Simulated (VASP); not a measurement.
Output of a VASP run:

### OSZICAR
```
       N       E                     dE             d eps       ncg     rms          rms(c)
DAV:   1    -0.528211684878E+02   -0.52821E+02   -0.79603E-05  1400   0.890E-02    0.116E-02
DAV:   2    -0.528211648943E+02    0.35935E-05   -0.19442E-05  1536   0.521E-02    0.677E-03
DAV:   3    -0.528211637931E+02    0.11011E-05   -0.28275E-06   968   0.115E-02    0.500E-03
DAV:   4    -0.528211635998E+02    0.19339E-06   -0.12493E-06   736   0.836E-03
   1 F= -.52821164E+02 E0= -.52821164E+02  d E =-.226307E-14
```

OUTCAR:
```
------------------------ aborting loop because EDIFF is reached ----------------------------------------
  FORCE on cell =-STRESS in cart. coord.  units (eV):
  Direction    XX          YY          ZZ          XY          YZ          ZX
  --------------------------------------------------------------------------------------
  Total       -1.1727571     -1.8381887     -0.6549436      0.0000000      0.0000000      0.0000000
  in kB       -2.7976021     -4.3849836     -1.5623625      0.0000000      0.0000000      0.0000000
  external PRESSURE =      -2.9149827 kB  Pullay stress =       0.0000000 kB
  volume of cell :      671.63
      direct lattice vectors                 reciprocal lattice vectors
     5.878093259  0.000000000  0.000000000     0.170123194  0.000000000  0.000000000
     0.000000000  4.156439799  0.000000000     0.000000000  0.240590517  0.000000000
     0.000000000  0.000000000 27.489999636     0.000000000  0.000000000  0.036376865
 POSITION                                       TOTAL-FORCE (eV/Angst)
 -----------------------------------------------------------------------------------
      5.56017      0.00000     18.49825         0.003801      0.000000     -0.019551
      3.04598      2.07822     16.97873         0.006697      0.000000     -0.000038
      0.09554      0.00000     14.73414         0.015531      0.000000     -0.006192
      3.03459      2.07822     12.75586         0.015531      0.000000      0.006192
      0.10693      0.00000     10.51127         0.006697      0.000000      0.000038
      2.62112      2.07822      8.99175         0.003801      0.000000      0.019551
      1.57456      0.00000     16.83986         0.003304      0.000000     -0.023553
      4.33688      2.07822     19.19260        -0.015056      0.000000     -0.016791
      1.55163      0.00000     12.65185        -0.014277      0.000000      0.005663
      4.49068      2.07822     14.83815        -0.014277      0.000000     -0.005663
      1.39783      0.00000      8.29740        -0.015056      0.000000      0.016791
      4.51361      2.07822     10.65014         0.003304      0.000000      0.023553
 -----------------------------------------------------------------------------------
    total drift:                                0.003245     -0.000000     -0.000037
  FREE ENERGIE OF THE ION-ELECTRON SYSTEM (eV)
  ---------------------------------------------------
  free  energy   TOTEN  =       -52.8211635998 eV

  energy  without entropy=      -52.8211635998  energy(sigma->0) =      -52.82116360

 total charge

# of ion       s       p       d       tot
------------------------------------------
    1        0.893   0.670   9.883  11.446
    2        0.828   0.755   9.898  11.480
    3        0.829   0.756   9.897  11.482
    4        0.829   0.756   9.897  11.482
    5        0.828   0.755   9.898  11.480
    6        0.893   0.670   9.883  11.446
    7        1.032   1.467   0.000   2.499
    8        1.076   1.383   0.000   2.460
    9        1.031   1.463   0.000   2.494
   10        1.031   1.463   0.000   2.494
   11        1.076   1.383   0.000   2.460
   12        1.032   1.467   0.000   2.499
--------------------------------------------------
tot         11.379  12.990  59.355  83.724
```
(Selected blocks of OUTCAR.)

File POSCAR:
```
InP(110) slab
1
    5.8780932592     0.0000000000     0.0000000000
    0.0000000000     4.1564397987     0.0000000000
    0.0000000000     0.0000000000    27.4899996363
In P
6 6
Direct
  0.9459131669   0.0000000000   0.6729083082
  0.5181918788   0.5000000000   0.6176330331
  0.0162533610   0.0000000000   0.5359819362
  0.5162533610   0.5000000000   0.4640180638
  0.0181918788   0.0000000000   0.3823669669
  0.4459131669   0.5000000000   0.3270916918
  0.2678700254   0.0000000000   0.6125811657
  0.7378032496   0.5000000000   0.6981667835
  0.2639683183   0.0000000000   0.4602346528
  0.7639683183   0.5000000000   0.5397653472
  0.2378032496   0.0000000000   0.3018332165
  0.7678700254   0.5000000000   0.3874188343
```

Reconstruct the remaining input files.

This is not unique; one that fits is the input of the run itself, PBEsol GGA, plane waves, VASP's PBE PAW potentials (set 64).

### KPOINTS
```
Automatic mesh
0
Gamma
4 5 1
0 0 0
```

INCAR:
```
ALGO = Normal
DIPOL = 0.5 0.5 0.5
EDIFF = 1E-6
ENCUT = 400
GGA = PS
IDIPOL = 3
ISMEAR = 0
LASPH = .TRUE.
LCHARG = .FALSE.
LDIPOL = .TRUE.
LMAXMIX = 4
LORBIT = 11
LREAL = .FALSE.
LVHAR = .TRUE.
LWAVE = .FALSE.
NELM = 100
NELMIN = 4
PREC = Normal
SIGMA = 0.05
SYSTEM = InP(110) slab
```

POTCAR, in this order: In_d P (PBE.64 set). Program: vasp_std. Read from the step before: WAVECAR.

The cell is a thin slab with vacuum, built from InP (zinc blende): (110) face.
